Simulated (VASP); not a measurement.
The input files of a VASP run:

File POSCAR:
```
FePt
1
    2.7200000000     0.0000000000     0.0000000000
    0.0000000000     2.7200000000     0.0000000000
    0.0000000000     0.0000000000     3.7100000000
Fe Pt
1 1
Direct
  0.0000000000   0.0000000000   0.0000000000
  0.5000000000   0.5000000000   0.5000000000
```

KPOINTS:
```
Automatic
0
gamma
 12 12 9
```

**INCAR**
```
SYSTEM = FePt
PREC = Accurate
ENCUT = 400
EDIFF = 1E-6
NELM = 100
ALGO = Normal
LREAL = .FALSE.
LASPH = .TRUE.
ISMEAR = 1
SIGMA = 0.1
GGA = PE
LMAXMIX = 6
ISPIN = 2
MAGMOM = 3.0 0.0
LORBIT = 10
LWAVE = .FALSE.
LCHARG = .FALSE.
ISIF = 2
LDAU = .TRUE.
LDAUTYPE = 2
LDAUL = 2 -1
LDAUU = 6.0 0
LDAUJ = 0 0
LDAUPRINT = 1
```

POTCAR, in this order: Fe Pt (PBE.64 set). Program: vasp_std.

Task: Write an equivalent input for Ansatz.

Result: One equivalent input (not run):
Ansatz 0.2 input:
```yaml
crystal:
  lattice:
    - [2.7200000, 0.0000000, 0.0000000]
    - [0.0000000, 2.7200000, 0.0000000]
    - [0.0000000, 0.0000000, 3.7100000]
  atoms:
    - { symbol: Fe, position: [0.0000000, 0.0000000, 0.0000000], spin: 3 }
    - { symbol: Pt, position: [0.5000000, 0.5000000, 0.5000000] }
kpoints:
  mp_grid: { grid: [12, 12, 9] }
hamiltonian:
  xc: pbe
  pseudopotentials: { kind: paw }
  hubbard:
    sites:
      - { species: Fe, l: d, u_eff: 6 }
magnetization: { spin_polarized: true }
scf:
  occupations: { method: methfessel_paxton, width: 0.1 }
  max_iter: 100
output: { forces: true, stress: true, eigenvalues: true }
```
What does not carry over: each code has its own PAW files, so the cut-off isn't converted (ENCUT is set for VASP's; basis.ecutwfc is left out, and Ansatz then takes the one that its files recommend); Ansatz stops its SCF on the density residual and VASP on the energy change (EDIFF); the +U projectors differ, so the same U acts differently.

The compound is FePt in the L1_0 structure. The cell was not relaxed at this level. The run is one of a series of settings (LDAU = .TRUE., LDAUJ = 0 0, LDAUL = 2 -1, LDAUTYPE = 2, LDAUU = 6.0 0 against the base run), some of them coarse on purpose.
